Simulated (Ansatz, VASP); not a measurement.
# C214N: VASP beside Ansatz, part 2 of 2

Aim: how closely do two programs agree when they are given the same cell, functional and k mesh? The cell is taken from a series of runs on this material, whose earlier steps may have relaxed, scaled, displaced or heated it; both programs get it as it stands.

VASP 6.6.1 and Ansatz 0.2.0.

So far: The starting structure; Ansatz: single point, PBE.

## Step 3: VASP: single point, PBE

Level of this step: PBE, spin-polarised from a ferromagnetic start; plane waves and PAW (C, N) (VASP).

The same cell, functional, mesh and smearing now go to VASP, with its own data sets.

Lines of VASP's logs that name or quote its potential files are left out, and so is its time.

File INCAR:

```
SYSTEM = C214N
PREC = Accurate
ENCUT = 520
EDIFF = 1E-06
NELM = 200
ISMEAR = -1
SIGMA = 0.01
LREAL = Auto
ALGO = Normal
GGA = PE
NELECT = 862
NBANDS = 581
ISPIN = 2
MAGMOM = 0 0 0 0 0 -0 -0 -0 0 0 0 0 0 -0 -0 0 0 0 0 0 0 -0 -0 -0 0 0 0 0 0 -0 0 -0 0 0 0 0 -0 -0 -0 -0 0 0 0 0.02 0 -0 -0 -0 0 0 0 0 0 -0 -0 -0 0 0 0.02 0 0 -0 -0 -0 0 0 0 0 -0 0 -0 -0 0 0 0 0 0 0 -0 -0 0 0 0 0 -0 -0 -0 -0 0 0 0 0.02 0 -0 -0 -0 0 0 0 0 -0 -0 -0 -0 0.24 0.24 0.24 -0.01 -0.01 -0.01 0.01 0 0 0.01 -0 -0 -0 -0 0 0 0.02 0 0 -0 -0 -0 0.01 0 0.01 0 -0 -0 -0 -0 0.02 0 0 0 0 0 -0 -0 0 0 0 0 0 -0 -0 -0 0 0.02 0 0 0 -0 -0 -0 0 0 0 0 -0 -0 0 -0 0 0.02 0 0 0 -0 -0 -0 0.01 0.01 0 0 -0 -0 -0 -0 0.02 0 0 0 0 -0 0 -0 0 0 0 0 -0 -0 -0 0 0.02 0 0 0 0 -0 -0 0 0 0 0 0 -0 -0 -0 -0 -0
LORBIT = 11
LWAVE = .FALSE.
LCHARG = .FALSE.
ISIF = 2
NUPDOWN = 2
LASPH = .TRUE.
GGA_COMPAT = .FALSE.
```

File POSCAR:

```
C214N
1.0
   10.7146870783      0.0000000000      0.0000000000
    0.0000000000     10.7146870783      0.0000000000
    0.0000000000      0.0000000000     10.7146870783
C N
214 1
Direct
    0.0001048297      0.0000971832      0.9999820777
    0.9998895789      0.1666719135      0.1665567814
[... 9 atom lines left out ...]
    0.1661200129      0.1661113338      0.3329965067
[... 3 atom lines left out ...]
    0.2509511877      0.2509449403      0.4137673947
[... 10 atom lines left out ...]
    0.1661200744      0.3331118520      0.1659970605
[... 3 atom lines left out ...]
    0.2509508350      0.4138822484      0.2508292517
[... 3 atom lines left out ...]
    0.1682061266      0.3344445565      0.4988765325
    0.1682053025      0.4989923187      0.3343287501
    0.0838867523      0.4168140189      0.4166985850
[... 1 atom line left out ...]
    0.2511128724      0.4182850859      0.5826176735
    0.2511113206      0.5827343713      0.4181702097
[... 3 atom lines left out ...]
    0.1658367663      0.4999303584      0.6676272534
[... 14 atom lines left out ...]
    0.1658361730      0.6677430661      0.4998154365
[... 14 atom lines left out ...]
    0.3331192216      0.1661111379      0.1659963857
[... 3 atom lines left out ...]
    0.4138903455      0.2509426295      0.2508279637
[... 3 atom lines left out ...]
    0.3344511562      0.1681964058      0.4988776852
[... 1 atom line left out ...]
    0.4989991505      0.1681974349      0.3343299000
    0.4168209060      0.0838787586      0.4166990764
    0.4182926328      0.2511040402      0.5826193453
[... 1 atom line left out ...]
    0.5827401689      0.2511050515      0.4181702626
[... 3 atom lines left out ...]
    0.4999381052      0.1658283122      0.6676284371
[... 5 atom lines left out ...]
    0.3344513887      0.4989926356      0.1680822928
    0.4989987758      0.3344439573      0.1680824026
[... 1 atom line left out ...]
    0.4168206878      0.4168137368      0.0837642179
    0.4182921600      0.5827329120      0.2509904165
    0.5827408163      0.4182855013      0.2509889840
[... 1 atom line left out ...]
    0.3261991609      0.5075531074      0.5074368990
    0.5075595706      0.3261917270      0.5074378773
    0.5075589832      0.5075512873      0.3260774350
    0.4159230502      0.5828220043      0.5827067044
    0.5828297116      0.4159148629      0.5827077263
    0.5828291442      0.5828215025      0.4158000685
    0.3340454853      0.3340377646      0.6658937541
[... 2 atom lines left out ...]
    0.4997951192      0.4997875659      0.6660409934
    0.4168917588      0.4168842323      0.7495694680
[... 5 atom lines left out ...]
    0.4999376327      0.6677426795      0.1657141745
[... 5 atom lines left out ...]
    0.3340452057      0.6660089096      0.3339227425
[... 1 atom line left out ...]
    0.4997953050      0.6661558691      0.4996725043
[... 1 atom line left out ...]
    0.4168918800      0.7496846116      0.4167691290
[... 3 atom lines left out ...]
    0.3337256693      0.6677190323      0.6676039438
[... 16 atom lines left out ...]
    0.6677501215      0.1658289595      0.4998152280
[... 15 atom lines left out ...]
    0.6677505120      0.4999304557      0.1657135238
[... 6 atom lines left out ...]
    0.6660159694      0.3340377255      0.3339225871
    0.6661636106      0.4997875407      0.4996727961
[... 2 atom lines left out ...]
    0.7496919626      0.4168841210      0.4167690991
[... 3 atom lines left out ...]
    0.6677269627      0.3337178623      0.6676045480
[... 31 atom lines left out ...]
    0.3276464211      0.3276368826      0.3275222640
```

File KPOINTS:

```
Automatic mesh
0
Gamma
1 1 1
0 0 0
```

The projector-augmented-wave data sets are C and N (PBE family, release 64).

On the command line:

```console
export OMP_NUM_THREADS=3
mpirun -np 1 vasp_gam
```

What it wrote:

```text
[banner, memory and clock lines left out]
running    1 mpi-ranks, on    1 nodes
[...]
Offloading initialized ...    1 GPUs detected
[...]
LDA part: xc-table for (Slater+PW92), standard interpolation
 POSCAR, INCAR and KPOINTS ok, starting setup
[...]
entering main loop
       N       E                     dE             d eps       ncg     rms          rms(c)
DAV:   1     0.618297766325E+04    0.61830E+04   -0.52520E+05  2324   0.155E+03
DAV:   2    -0.140733516623E+04   -0.75903E+04   -0.71117E+04  3062   0.353E+02
DAV:   3    -0.199026612053E+04   -0.58293E+03   -0.57636E+03  2928   0.930E+01
DAV:   4    -0.200394859442E+04   -0.13682E+02   -0.13612E+02  2888   0.156E+01
DAV:   5    -0.200433976782E+04   -0.39117E+00   -0.39037E+00  2912   0.241E+00BRMIX: very serious problems
 the old and the new charge density differ
 old charge density:   861.00000 new  862.00000
    0.577E+01
DAV:   6    -0.195225810436E+04    0.52082E+02   -0.38689E+01  2760   0.779E+00    0.343E+01
DAV:   7    -0.193501780968E+04    0.17240E+02   -0.46635E+01  2680   0.858E+00    0.808E+00
DAV:   8    -0.193531875563E+04   -0.30095E+00   -0.20823E+00  2888   0.188E+00    0.430E+00
DAV:   9    -0.193531011154E+04    0.86441E-02   -0.24574E-01  2864   0.836E-01    0.958E-01
[...]
DAV:  14    -0.193531006641E+04   -0.94975E-04   -0.77598E-05  2840   0.154E-02    0.164E-02
DAV:  15    -0.193531007650E+04   -0.10098E-04   -0.15839E-05  2832   0.620E-03    0.705E-03
DAV:  16    -0.193531007664E+04   -0.13815E-06   -0.22130E-06  2040   0.242E-03
   1 F= -.19353101E+04 E0= -.19353101E+04  d E =-.696232E-13  mag=     2.0000
```

OUTCAR, selected parts (step 3):

```text
 magnetization (x)
# of ion       s       p       d       tot
------------------------------------------
    1        0.000   0.000   0.000   0.000
    2        0.000  -0.000   0.000   0.000
    3        0.000  -0.000   0.000   0.000
    4        0.000  -0.000   0.000   0.000
    5       -0.000   0.000   0.000   0.000
    6       -0.000  -0.000   0.000  -0.000
[...]
213       -0.000  -0.000   0.000  -0.000
  214       -0.000  -0.000   0.000  -0.000
  215       -0.001   0.001   0.000  -0.001
--------------------------------------------------
tot          0.148   1.100   0.000   1.247
```

The run ends at a pressure of 2.82 GPa, with forces up to 0.85 eV/Å.

## Step 4: Side by side

Known differences besides the potentials themselves: VASP starts from the moments at which Ansatz ended; the cutoff is 420 eV in Ansatz and 520 eV in VASP (PREC = Accurate, projectors in real space); site moments are counted in spheres of each program's own size. Total energies have different zeros and are not compared.

The two programs side by side:

```csv
quantity,Ansatz,VASP,difference
"total moment, fixed by the input (μB)",2.00,2.00,0.00
moment on C105 (μB),0.24,0.32,-0.08
moment on C106 (μB),0.24,0.32,-0.08
moment on C107 (μB),0.24,0.32,-0.08
```

Forces on 7 of the 215 atoms, those with the largest forces and the largest differences (eV/Å; atoms numbered as in POSCAR):

```csv
atom,"Ansatz x, y, z","VASP x, y, z"
C16,"-0.017, -0.017, -0.275","-0.012, -0.012, -0.249"
C31,"-0.017, -0.275, -0.017","-0.012, -0.249, -0.012"
C78,"-0.275, -0.017, -0.017","-0.249, -0.012, -0.012"
C105,"0.823, -0.108, -0.108","0.836, -0.124, -0.124"
C106,"-0.108, 0.823, -0.108","-0.124, 0.836, -0.124"
C107,"-0.108, -0.108, 0.823","-0.124, -0.124, 0.836"
N215,"-0.268, -0.268, -0.268","-0.270, -0.270, -0.270"
```

The forces differ by 4.4 meV/Å r.m.s., which is 6.3 % of the r.m.s. force of 0.070 eV/Å (both taken over all components). The cell carries a charge of -1 e against a uniform background, so its pressure also hangs on how the neutralising background is counted, and in a defect's cell a gap may be the spacing between its levels.

## Step 5: What came out

* r.m.s. force difference (single point, PBE): 4.4 meV/Å

The r.m.s. force difference is 4.4 meV/Å (single point, PBE), within the 12 meV/Å picked in this series as the mark of a large difference. How closely two codes agree says nothing of how well the functional describes the real material.

[Lines on the potential files, build, host, timing and source positions are cut from VASP's logs without a mark.]

[Logs are printed without paths, hosts, clocks, repeated set-up lines and the standing remarks that a program may print on its own settings, such as how far it seeks lower states.]

[Hosts, paths, dates, database ids (printed as entryN), source tags and the programs' standing remarks are cut or masked in the printed files.]
